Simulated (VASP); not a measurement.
Crystal: Ga2Ge2Se3.

```
Ga Ge Se
1.0
    -4.35000    4.35000    4.35000
     4.35000   -4.35000    4.35000
     4.35000    4.35000   -4.35000
Ga Ge Se
4 4 6
Direct
  0.40000 0.40000 0.40000
  0.50000 0.00000 0.10000
  0.10000 0.50000 0.00000
  0.00000 0.10000 0.50000
  0.00000 0.54000 0.50000
  0.96000 0.96000 0.96000
  0.50000 0.00000 0.54000
  0.54000 0.50000 0.00000
  0.33000 0.58000 0.75000
  0.92000 0.25000 0.17000
  0.25000 0.17000 0.92000
  0.17000 0.92000 0.25000
  0.58000 0.75000 0.33000
  0.75000 0.33000 0.58000
```

The cell was built by a generator and needn't be a form met in nature.

```yaml
Program: VASP 6.6.1
Task: relaxation of cell and atoms
Functional: PBE
Potentials_or_basis: VASP PAW PBE potentials, release 64 (Ga_d, Ge_d, Se)
Cutoff: 520 eV
k_mesh: 3 × 3 × 3
Occupations: gaussian, width 0.15 eV
Spin: no spin polarisation
```

At the start: pressure 8.8 GPa; volume 23.52 Å³/atom.

Q: How do energy, volume and symmetry change on relaxing?

A: Over 12 steps the energy falls by 118.2 meV/atom and the volume is 27.78 Å³/atom (+18.1 %); space group I2_13 (No. 199, to 0.05 Å).

Step by step:
```csv
step,energy change (eV),largest force (eV/Å),pressure (GPa),volume (Å³)
1,0.0000,1.8979,8.84,329.25
2,-1.4606,0.5719,-1.50,395.01
3,-1.5494,0.1677,-0.11,380.19
4,-1.5484,0.1719,0.50,379.12
5,-1.5633,0.1830,0.04,380.55
6,-1.6022,0.1537,0.01,384.83
7,-1.6402,0.0811,-0.24,393.51
8,-1.6455,0.1428,0.55,388.63
9,-1.6460,0.0905,0.13,390.03
10,-1.6461,0.0994,0.30,389.73
11,-1.6461,0.0939,0.02,389.87
12,-1.6543,0.0537,0.09,388.99
```

Final structure:
```
CELL_PARAMETERS angstrom
-4.59860 4.59860 4.59860
4.59860 -4.59860 4.59860
4.59860 4.59860 -4.59860
ATOMIC_POSITIONS crystal
Ga 0.39716 0.39716 0.39716
Ga 0.50000 0.00000 0.10284
Ga 0.10284 0.50000 0.00000
Ga 0.00000 0.10284 0.50000
Ge 0.00000 0.53811 0.50000
Ge 0.96189 0.96189 0.96189
Ge 0.50000 0.00000 0.53811
Ge 0.53811 0.50000 0.00000
Se 0.34311 0.59311 0.75000
Se 0.90689 0.25000 0.15689
Se 0.25000 0.15689 0.90689
Se 0.15689 0.90689 0.25000
Se 0.59311 0.75000 0.34311
Se 0.75000 0.34311 0.59311
```

Caveat: the volume moved by over 15 % at a fixed basis, so the end points are rough.
